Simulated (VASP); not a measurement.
Crystal: InBiO4.

```xyz
12
Lattice="2.9650 -4.3900 0.0000 2.9650 4.3900 0.0000 0.0000 0.0000 6.7800" Properties=species:S:1:pos:R:3 pbc="T T T"
In    0.0000    0.0000    0.0000
In    0.0000    0.0000    3.3900
Bi    2.9650    1.2292    1.6950
Bi    2.9650   -1.2292    5.0850
O     4.5068    0.1756    1.6950
O     1.4232    0.1756    1.6950
O     2.9650    2.1950    6.5088
O     2.9650    2.1950    3.6612
O     1.4232   -0.1756    5.0850
O     4.5068   -0.1756    5.0850
O     2.9650   -2.1950    0.2712
O     2.9650   -2.1950    3.1188
```

The cell was built by a generator and needn't be a form met in nature.

```yaml
Program: VASP 6.6.1
Task: relaxation of cell and atoms
Functional: PBE
Potentials_or_basis: VASP PAW PBE potentials, release 64 (In_d, Bi_d, O)
Cutoff: 520 eV
k_mesh: 3 × 3 × 2
Occupations: gaussian, width 0.15 eV
Spin: no spin polarisation
```

At the start: pressure 7.5 GPa; volume 14.71 Å³/atom.

Where does the relaxation end?

Over 17 steps the energy falls by 260.7 meV/atom and the volume is 15.74 Å³/atom (+7.0 %); space group Cmcm (No. 63, to 0.05 Å).

The path:
```csv
step,energy change (eV),largest force (eV/Å),pressure (GPa),volume (Å³)
1,0.0000,7.2754,7.52,176.50
2,0.1457,4.4834,1.54,193.82
3,-2.3918,1.4205,-1.90,183.80
4,-2.3985,1.4609,-2.24,183.53
5,-2.4006,1.5117,-2.13,183.24
6,-2.6702,0.9108,2.67,179.17
7,-2.6702,0.9373,2.87,179.10
8,-2.9046,0.4817,2.12,181.96
9,-2.9641,1.0832,1.43,185.66
10,-2.9761,0.8504,1.53,184.58
11,-3.0939,0.2997,-1.35,189.96
12,-3.0943,0.2943,-1.47,190.24
13,-3.1204,0.1434,0.30,188.03
14,-3.1204,0.1573,0.19,188.14
15,-3.1245,0.1845,0.32,188.24
16,-3.1245,0.0882,0.27,188.23
17,-3.1283,0.0561,0.20,188.91
```

Final structure:
```
CELL_PARAMETERS angstrom
3.03964 -4.45402 0.00000
3.03964 4.45402 0.00000
0.00000 0.00000 6.97659
ATOMIC_POSITIONS crystal
In 0.00000 0.00000 0.00000
In 0.00000 0.00000 0.50000
Bi 0.35033 0.64967 0.25000
Bi 0.64967 0.35033 0.75000
O 0.76185 0.77340 0.25000
O 0.22660 0.23815 0.25000
O 0.23961 0.76039 0.99866
O 0.23961 0.76039 0.50134
O 0.23815 0.22660 0.75000
O 0.77340 0.76185 0.75000
O 0.76039 0.23961 0.00134
O 0.76039 0.23961 0.49866
```

Caveat: the k mesh is coarse (spacing up to 0.46 Å⁻¹), so the values aren't converged.
